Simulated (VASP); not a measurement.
# Which magnetic order does FeGe take?, part 3 of 3

Is FeGe a ferromagnet or an antiferromagnet at this level? The start is a cell from a database of measured crystal structures.

VASP 6.6.1, plane waves and PAW; the level of theory is named at each step.

So far, largest spin moment in the PAW sphere (μB): step 2 (relax in the ferromagnetic state, PBEsol) 1.08; step 4 (magnetic order, start order AFM 1, signs ++--, PBEsol, from moments of both signs) 0.226. The relaxed cell has a = 4.604 Å (conventional setting).

The database entry behind the starting cell differs from later determinations by our own check (about 0.2 % short), so it need not match the best structure at ambient conditions.

## 5. Magnetic order, start order ferri 2, signs +++-

Level of this step: PBEsol, spin-polarised, from moments of both signs; plane waves and PAW (Ge, Fe) (VASP).

INCAR reads:

```
SYSTEM = FeGe
PREC = Normal
ENCUT = 350
EDIFF = 1E-06
NELM = 150
ISMEAR = 0
SIGMA = 0.05
LREAL = .FALSE.
ALGO = Normal
GGA = PS
NBANDS = 38
ISPIN = 2
MAGMOM = 0 0 0 0 3 3 3 -3
LASPH = .TRUE.
LMAXMIX = 4
LORBIT = 11
LWAVE = .FALSE.
LCHARG = .FALSE.
AMIX = 0.2
BMIX = 1E-04
AMIX_MAG = 0.8
BMIX_MAG = 1E-04
```

POSCAR reads:

```
FeGe
1.0
    4.6039692375      0.0000000000      0.0000000000
    0.0000000000      4.6039692375      0.0000000000
    0.0000000000      0.0000000000      4.6039692375
Ge Fe
4 4
Direct
    0.1583243951      0.3416756049      0.6583243951
    0.3416756049      0.6583243951      0.1583243951
    0.6583243951      0.1583243951      0.3416756049
    0.8416756049      0.8416756049      0.8416756049
    0.8638126877      0.6361873123      0.3638126877
    0.6361873123      0.3638126877      0.8638126877
    0.3638126877      0.8638126877      0.6361873123
    0.1361873123      0.1361873123      0.1361873123
```

KPOINTS reads:

```
Automatic mesh
0
Gamma
4 4 4
0 0 0
```

Potentials, in the order of the species: Ge and Fe (PBE family, release 64).

On the command line:

```bash
$ mpirun -np 1 vasp_std
```

The program printed:

```text
[... set-up lines as in an earlier step ...]
 entering main loop
       N       E                     dE             d eps       ncg     rms          rms(c)
DAV:   1     0.288596049410E+03    0.28860E+03   -0.14831E+04  2128   0.101E+03
DAV:   2    -0.396081048724E+02   -0.32820E+03   -0.30842E+03  2128   0.285E+02
DAV:   3    -0.614233444105E+02   -0.21815E+02   -0.20301E+02  2498   0.876E+01
DAV:   4    -0.621043036879E+02   -0.68096E+00   -0.67363E+00  2712   0.152E+01
[...]
DAV:  23    -0.569314164618E+02   -0.11025E-04   -0.63190E-05  2774   0.117E-01    0.215E-02
DAV:  24    -0.569314191785E+02   -0.27167E-05   -0.89876E-06  2116   0.276E-02    0.142E-02
DAV:  25    -0.569314198484E+02   -0.66988E-06   -0.29416E-06  1126   0.176E-02
   1 F= -.56931420E+02 E0= -.56926725E+02  d E =-.938930E-02  mag=     3.9808
```

The job ended after 2.7 min (1 MPI rank of Intel Xeon Platinum 8259CL at 2.50GHz (Skylake/Cascade Lake), shared host; peak memory 0.17 GiB).

From OUTCAR (step 5):

```text
  Total        0.1255523      0.1255523      0.1255523      0.0001577      0.0001577      0.0001577
  in kB        2.0612857      2.0612857      2.0612857      0.0025899      0.0025899      0.0025899
  external PRESSURE =       2.0612857 kB  Pullay stress =       0.0000000 kB

 POSITION                                       TOTAL-FORCE (eV/Angst)
 -----------------------------------------------------------------------------------
      0.72892      1.57306      3.03091        -0.006034      0.006661     -0.006487
      1.57306      3.03091      0.72892         0.006661     -0.006487     -0.006034
      3.03091      0.72892      1.57306        -0.006487     -0.006034      0.006661
      3.87505      3.87505      3.87505         0.005670      0.005670      0.005670
      3.97697      2.92899      1.67498        -0.003897      0.004046     -0.004263
      2.92899      1.67498      3.97697         0.004046     -0.004263     -0.003897
      1.67498      3.97697      2.92899        -0.004263     -0.003897      0.004046
      0.62700      0.62700      0.62700         0.004305      0.004305      0.004305
 -----------------------------------------------------------------------------------
    total drift:                               -0.000037     -0.000037     -0.000037

  FREE ENERGIE OF THE ION-ELECTRON SYSTEM (eV)
  ---------------------------------------------------
  free  energy   TOTEN  =       -56.9314198484 eV

  energy  without entropy=      -56.9220305457  energy(sigma->0) =      -56.92672520

 magnetization (x)
# of ion       s       p       d       tot
------------------------------------------
    1       -0.011  -0.054  -0.004  -0.069
    2       -0.011  -0.054  -0.004  -0.069
    3       -0.011  -0.054  -0.004  -0.069
    4       -0.011  -0.054  -0.004  -0.069
    5       -0.000  -0.003   1.089   1.085
    6       -0.000  -0.003   1.089   1.085
    7       -0.000  -0.003   1.089   1.085
    8       -0.000  -0.003   1.091   1.087
--------------------------------------------------
tot         -0.047  -0.228   4.341   4.066

[... 1 part as in an earlier step ...]

[... 2 further parts left out ...]
[key lines of the parts left out:]
E-fermi :   7.3251
```

The largest moment at the end is 1.09 μB, and the moments of the cell sum to 3.98 μB.

## 6. Comparing the runs

Times are for 1 MPI rank of Intel Xeon Platinum 8259CL at 2.50GHz (Skylake/Cascade Lake), shared host. The series side by side:

```tsv
no.	start order	energy at zero smearing less the lowest (eV)	moment of the cell, from the last line of the log (μB)	time	memory (GiB)
1	fm	0	3.979	80 s	0.17
2	afm 1	0.1492	0	3.8 min	0.2
3	ferri 2	1.18e-6	3.981	2.7 min	0.17
```

## 7. No spin polarisation

This step: PBEsol, no spin polarisation; plane waves and PAW (Ge, Fe) (VASP 6.6.1).

A run without spin shows what magnetism as such gains.

INCAR, as its differences from that of step 5:

```diff
@@ -10,7 +10,4 @@
 GGA = PS
-NBANDS = 38
-ISPIN = 2
-MAGMOM = 0 0 0 0 3 3 3 -3
+NBANDS = 32
 LASPH = .TRUE.
-LMAXMIX = 4
 LORBIT = 11
```

POSCAR is that of step 5.

KPOINTS is that of step 5.

On the command line:

```bash
$ mpirun -np 1 vasp_std
```

The program printed:

```text
[... set-up lines as in an earlier step ...]
 entering main loop
       N       E                     dE             d eps       ncg     rms          rms(c)
DAV:   1     0.290286913356E+03    0.29029E+03   -0.15199E+04   704   0.121E+03
DAV:   2    -0.371210618663E+02   -0.32741E+03   -0.31297E+03   704   0.333E+02
DAV:   3    -0.624769383200E+02   -0.25356E+02   -0.22825E+02   984   0.103E+02
DAV:   4    -0.632987980279E+02   -0.82186E+00   -0.81744E+00   984   0.205E+01
DAV:   5    -0.633155212727E+02   -0.16723E-01   -0.16718E-01   968   0.229E+00    0.264E+01
DAV:   6    -0.580088252044E+02    0.53067E+01   -0.47788E+01  1080   0.744E+01    0.810E+00
DAV:   7    -0.571714301893E+02    0.83740E+00   -0.40852E+00  1072   0.244E+01    0.676E+00
DAV:   8    -0.567983723134E+02    0.37306E+00   -0.10627E+00   856   0.818E+00    0.160E+00
DAV:   9    -0.567933818130E+02    0.49905E-02   -0.55898E-02   904   0.201E+00    0.890E-01
DAV:  10    -0.567805309971E+02    0.12851E-01   -0.14068E-02   808   0.121E+00    0.335E-01
DAV:  11    -0.567792302608E+02    0.13007E-02   -0.36615E-03   912   0.429E-01    0.826E-02
DAV:  12    -0.567792021739E+02    0.28087E-04   -0.40020E-04   912   0.219E-01    0.417E-02
DAV:  13    -0.567792032389E+02   -0.10650E-05   -0.11467E-04   792   0.111E-01    0.177E-02
DAV:  14    -0.567791950317E+02    0.82072E-05   -0.65120E-06   816   0.260E-02    0.774E-03
DAV:  15    -0.567791937386E+02    0.12931E-05   -0.28052E-06   560   0.122E-02    0.203E-03
DAV:  16    -0.567791939280E+02   -0.18936E-06   -0.56561E-07   400   0.890E-03
   1 F= -.56779194E+02 E0= -.56776319E+02  d E =-.575066E-02
```

Elapsed: 34 s, on 1 MPI rank; peak memory 0.14 GiB.

OUTCAR, selected parts (step 7):

```text
   k-points           NKPTS =     11   k-points in BZ     NKDIM =     11   number of bands    NBANDS=     32

   NELECT =      48.0000    total number of electrons

 E-fermi :   7.2568

 k-point     1 :       0.0000    0.0000    0.0000
  band No.  band energies     occupation
    ...
     20       7.0100      2.00000
     21       7.0100      2.00000
     22       7.0100      2.00000
     23       7.1756      1.97838
     24       7.1756      1.97838
     25       7.6762      0.00000
     26       7.6762      0.00000
     27       7.6762      0.00000
     28       9.5417      0.00000
     29       9.5417      0.00000
    ...

  Total       -1.6653093     -1.6653093     -1.6653093      0.0000000     -0.0000000      0.0000000
  in kB      -27.3406136    -27.3406136    -27.3406136      0.0000000     -0.0000000      0.0000000
  external PRESSURE =     -27.3406136 kB  Pullay stress =       0.0000000 kB

 POSITION                                       TOTAL-FORCE (eV/Angst)
 -----------------------------------------------------------------------------------
      0.72892      1.57306      3.03091         0.198450     -0.198450      0.198450
      1.57306      3.03091      0.72892        -0.198450      0.198450      0.198450
      3.03091      0.72892      1.57306         0.198450      0.198450     -0.198450
      3.87505      3.87505      3.87505        -0.198450     -0.198450     -0.198450
      3.97697      2.92899      1.67498         0.075505     -0.075505      0.075505
      2.92899      1.67498      3.97697        -0.075505      0.075505      0.075505
      1.67498      3.97697      2.92899         0.075505      0.075505     -0.075505
      0.62700      0.62700      0.62700        -0.075505     -0.075505     -0.075505
 -----------------------------------------------------------------------------------
    total drift:                               -0.000001     -0.000001     -0.000000

  FREE ENERGIE OF THE ION-ELECTRON SYSTEM (eV)
  ---------------------------------------------------
  free  energy   TOTEN  =       -56.7791939280 eV

  energy  without entropy=      -56.7734432658  energy(sigma->0) =      -56.77631860

[... 8 parts as in an earlier step ...]

[... 8 further parts left out ...]
```

This run has no spin polarisation, so a moment on Fe, if there is one, isn't seen.

Numbers from this step:

| Item | Value |
| --- | --- |
| electronic cycles | 16 |
| free energy (TOTEN) | -56.7792 eV |
| energy at zero smearing | -56.7763 eV |
| Fermi energy | 7.257 eV |
| labelled metallic, from the levels on this mesh | no |
| gap on the k-mesh | 0.1044 eV |
| least direct gap on the k-mesh | 0.1122 eV |

Force by atom:

```tsv
atom	x (eV/Å)	y (eV/Å)	z (eV/Å)	size
Ge1	0.198	-0.198	0.198	0.344
Ge2	-0.198	0.198	0.198	0.344
Ge3	0.198	0.198	-0.198	0.344
Ge4	-0.198	-0.198	-0.198	0.344
Fe5	0.076	-0.076	0.076	0.131
Fe6	-0.076	0.076	0.076	0.131
Fe7	0.076	0.076	-0.076	0.131
Fe8	-0.076	-0.076	-0.076	0.131
```

Energy at zero smearing: -56.77632 eV.

## 8. Summary

This step: collinear magnetic orders, PBEsol; plane waves and PAW (VASP 6.6.1).

No new run; the numbers come from the runs before.

Numbers from this step:

- mean moment in the lowest run: 1.085 μB

Orders, by row:

```tsv
order	signs	energy above the lowest (meV/magnetic atom)	total moment (μB)	mean moment on carriers (μB)	gap on the mesh (eV)	signs at the end, of the atoms given a moment
fm	++++	0	3.979	1.085	0	++++
afm 1	++--	37.3	0	0.226	0.0944	++--
ferri 2	+++-	0	3.981	1.085	0	++++
nm		37.6	0	0	0.1044	-
```

## 9. Outcome

```yaml
mean_moment_in_the_lowest_run: 1.08 μB
```

In words: The lowest run started as fm and holds 1.08 μB on average over the atoms that were given a moment; the next state, from afm 1, lies 37.3 meV a magnetic atom higher. The starts fm and ferri 2 ended within 0.5 meV of each other, with moments of like size, so they probably reached one state. It ends with the signs ++++ and a net moment of 3.98 μB a cell: the moments given at the start all parallel. The start ferri 2 ended with other signs than typed, or lost moments. The cell was not relaxed for each state; the pressures of the magnetic ones run from -2.6 to 0.2 GPa, which can move the order. On this k mesh the moments and energy differences of a metal are not converged, and no denser mesh was tried, so the order found is tentative. No other collinear orders were tried, and their comparison leaves spin-orbit coupling out.

[Lines on the potential files, build, host, timing and source positions are cut from VASP's logs without a mark.]

[Logs are printed without paths, hosts, clocks, repeated set-up lines and the standing remarks that a program may print on its own settings, such as how far it seeks lower states.]

[Hosts, paths, dates, database ids (printed as entryN), source tags and the programs' standing remarks are cut or masked in the printed files.]

[In band tables of VASP the shares of atoms and orbitals are scaled to a sum of 1 inside the atoms' spheres.]

[Runs that stopped without an error message from VASP are left out.]
